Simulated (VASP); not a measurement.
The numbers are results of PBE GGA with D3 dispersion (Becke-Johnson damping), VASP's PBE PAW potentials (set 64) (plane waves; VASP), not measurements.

Input for VASP

POSCAR:
```
CdSe
4.3297840
  0.0000000000   0.7071067581   0.7071067581
  0.7071067581   0.0000000000   0.7071067581
  0.7071067581   0.7071067581   0.0000000000
Cd Se
1 1
Direct
  0.0000000000   0.0000000000   0.0000000000
  0.2500000000   0.2500000000   0.2500000000
```

### KPOINTS
```
K-points
0
gamma
 8 8 8
```

**INCAR**
```
! general
SYSTEM  = CdSe
PREC    = Accurate
ENCUT   = 520   ! plane-wave cut-off (eV)
LREAL   = .FALSE.
LASPH   = .TRUE.

! electronic loop
EDIFF   = 1E-7   ! SCF stop (eV)
NELM    = 100
ALGO    = Normal   ! blocked Davidson
LMAXMIX = 4

! smearing
ISMEAR  = -5   ! tetrahedra, Bloechl

! functional
GGA     = PE
IVDW    = 12   ! D3, Becke-Johnson

! ions
ISIF    = 2   ! forces and stress, cell fixed

! output
LWAVE   = .FALSE.
LCHARG  = .TRUE.
LORBIT  = 11
NEDOS   = 601
```

POTCAR, in this order: Cd Se (PBE.64 set). Program: vasp_std.

What VASP printed:

OSZICAR:
```
       N       E                     dE             d eps       ncg     rms          rms(c)
DAV:   1     0.104832084618E+03    0.10483E+03   -0.90317E+03   778   0.124E+03
DAV:   2    -0.134213694688E+01   -0.10617E+03   -0.10274E+03   854   0.287E+02
DAV:   3    -0.583972592494E+01   -0.44976E+01   -0.44849E+01   879   0.604E+01
DAV:   4    -0.586276244811E+01   -0.23037E-01   -0.23033E-01   839   0.432E+00
DAV:   5    -0.586290879969E+01   -0.14635E-03   -0.14635E-03   874   0.316E-01    0.623E+00
DAV:   6    -0.550474940793E+01    0.35816E+00   -0.67519E-01   982   0.107E+01    0.487E+00
DAV:   7    -0.548394864743E+01    0.20801E-01   -0.16713E-01   809   0.309E+00    0.211E+00
DAV:   8    -0.548476444073E+01   -0.81579E-03   -0.15163E-02   794   0.183E+00    0.245E-01
DAV:   9    -0.548489051360E+01   -0.12607E-03   -0.20986E-03   844   0.692E-01    0.507E-02
DAV:  10    -0.548495929804E+01   -0.68784E-04   -0.24091E-04   799   0.228E-01    0.457E-02
DAV:  11    -0.548500550304E+01   -0.46205E-04   -0.81814E-05   774   0.720E-02    0.137E-02
DAV:  12    -0.548500442559E+01    0.10774E-05   -0.78840E-06   887   0.417E-02    0.514E-03
DAV:  13    -0.548500503021E+01   -0.60462E-06   -0.23222E-06   769   0.133E-02    0.299E-03
DAV:  14    -0.548500505232E+01   -0.22110E-07   -0.60925E-08   627   0.188E-03
   1 F= -.61079712E+01 E0= -.61079712E+01  d E =0.000000E+00
```

File OUTCAR:
```
------------------------ aborting loop because EDIFF is reached ----------------------------------------
 Edisp (eV)   -0.62297
  FORCE on cell =-STRESS in cart. coord.  units (eV):
  Direction    XX          YY          ZZ          XY          YZ          ZX
  --------------------------------------------------------------------------------------
  Total       0.00228     0.00228     0.00228     0.00000     0.00000    -0.00000
  in kB       0.06376     0.06376     0.06376     0.00000     0.00000    -0.00000
  external pressure =        0.06 kB  Pullay stress =        0.00 kB
  volume of cell :       57.40
      direct lattice vectors                 reciprocal lattice vectors
     0.000000000  3.061619528  3.061619528    -0.163312259  0.163312259  0.163312259
     3.061619528  0.000000000  3.061619528     0.163312259 -0.163312259  0.163312259
     3.061619528  3.061619528  0.000000000     0.163312259  0.163312259 -0.163312259
  FREE ENERGIE OF THE ION-ELECTRON SYSTEM (eV)
  ---------------------------------------------------
  free  energy   TOTEN  =        -6.1079711706 eV

  energy  without entropy=       -6.1079711706  energy(sigma->0) =       -6.10797117

 total charge

# of ion       s       p       d       tot
------------------------------------------
    1        0.442   0.304   9.554  10.300
    2        1.444   2.386   0.021   3.851
--------------------------------------------------
tot          1.887   2.690   9.575  14.152
```
(Selected blocks of OUTCAR.)

The compound is CdSe in the zinc blende structure, whereas wurtzite is the usual form. It was relaxed first.
